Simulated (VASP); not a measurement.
Here is the system:

```
Mg3Sb2
1.0
    2.27896    -3.94728     0.00000
    2.27896     3.94728     0.00000
    0.00000     0.00000     7.22047
Mg Sb
3 2
Direct
  0.00000   0.00000   0.00000
  0.33333   0.66667   0.63357
  0.66667   0.33333   0.36643
  0.33333   0.66667   0.22766
  0.66667   0.33333   0.77234
```

These are r2SCAN+rVV10, VASP's PBE PAW potentials (set 64) (plane waves; VASP) values and carry that method's errors. Settings: 520 eV cut-off, 6×6×4 Γ-centred mesh, tetrahedra with Blöchl corrections, potentials Mg Sb.

Unless said otherwise, spin-orbit coupling is left out, though it shifts the bands of the heavy elements here.

Q: Estimate the energy per atom (σ→0), band gap (over mesh and band path) with the smallest direct gap where there is one.

A: 
```
Quantity                                                Result
---------------------------------------------  ---------------
band gap (over mesh and band path)                     0.52 eV
smallest direct gap (over mesh and band path)          1.72 eV
energy per atom (σ→0)                          -13.108 eV/atom
```

The absolute energy has meaning only against runs of the same code, potentials and settings.

The compound is Mg3Sb2 in the a-la2o3 structure. It was relaxed first.
